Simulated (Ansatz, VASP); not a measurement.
**Two plane-wave programs on CaAl4O**

Contents of INCAR:

```
SYSTEM = CaAl4O
PREC = Accurate
ENCUT = 520
EDIFF = 1E-7
ISMEAR = 0
SIGMA = 0.1
LREAL = .FALSE.
LASPH = .TRUE.
NELM = 100
ALGO = Normal
ISIF = 2
LWAVE = .FALSE.
LCHARG = .FALSE.
GGA = PE
NBANDS = 23
```

The input KPOINTS:

```
regular mesh
0
G
  4 4 4
  0 0 0
```

POSCAR

```
CaAl4O
1.0
    4.3935643300      0.0000000000      0.0000000000
    0.0000000000      4.3935643300      0.0000000000
    0.0000000000      0.0000000000      6.1955113000
Ca Al O
1 4 1
Direct
    0.5000000000      0.5000000000      0.5000000000
    0.5000000000      0.0000000000      0.7490356600
    0.0000000000      0.5000000000      0.2509643400
    0.5000000000      0.0000000000      0.2509643400
    0.0000000000      0.5000000000      0.7490356600
    0.0000000000      0.0000000000      0.0000000000
```

Input for Ansatz:

```yaml
crystal:
  lattice:
    - [4.39356433, 0.0, 0.0]
    - [0.0, 4.39356433, 0.0]
    - [0.0, 0.0, 6.1955113]
  atoms:
    - { symbol: Ca, position: [0.5, 0.5, 0.5] }
    - { symbol: Al, position: [0.5, 0.0, 0.74903566] }
    - { symbol: Al, position: [0.0, 0.5, 0.25096434] }
    - { symbol: Al, position: [0.5, 0.0, 0.25096434] }
    - { symbol: Al, position: [0.0, 0.5, 0.74903566] }
    - { symbol: O, position: [0.0, 0.0, 0.0] }
basis:
  ecutwfc: 420
kpoints:
  mp_grid: { grid: [4, 4, 4] }
hamiltonian:
  xc: pbe
scf:
  occupations: { method: gaussian, width: 0.1 }
  lower_state_search: "off"
output:
  forces: true
  stress: true
  eigenvalues: true
```

Change from the starting cell: species swapped into the Mg4SiGe type (P4/mmm, No. 123).

Alike in both runs: task single point; functional PBE; k mesh 4 × 4 × 4; occupations gaussian, width 0.1 eV; no spin polarisation.

|  | VASP | Ansatz |
| --- | --- | --- |
| version | VASP 6.6.1 | Ansatz 0.2.0 |
| potentials or method | VASP PAW PBE potentials, release 64 (Ca_sv, Al, O) | scalar-relativistic, plane waves, PAW |
| plane-wave cutoff (eV) | 520 | 420 |
| valence electrons in the cell | 28 | 28 |

|  | VASP | Ansatz | Ansatz less VASP |
| --- | --- | --- | --- |
| gap on the k mesh at the Fermi level (eV) | none | none | - |
| pressure (GPa) | 3.7 | 3.7 | -0.01 |
| largest component of the traceless stress (GPa) | 7.47 | 7.49 | +0.016 |
| rms of the force components (eV/Å) | 0.955 | 0.952 | -0.0034 |

Atom by atom the forces differ by 0.003 eV/Å (rms over components). A gap of «none» marks a metal or a gap that the smearing closes. With one functional, cell and mesh, what is left measures potentials, basis and numerics.

Caveats: forces of over 1 eV/Å show positions far from the minimum, so gaps and moduli don't describe the material at rest.
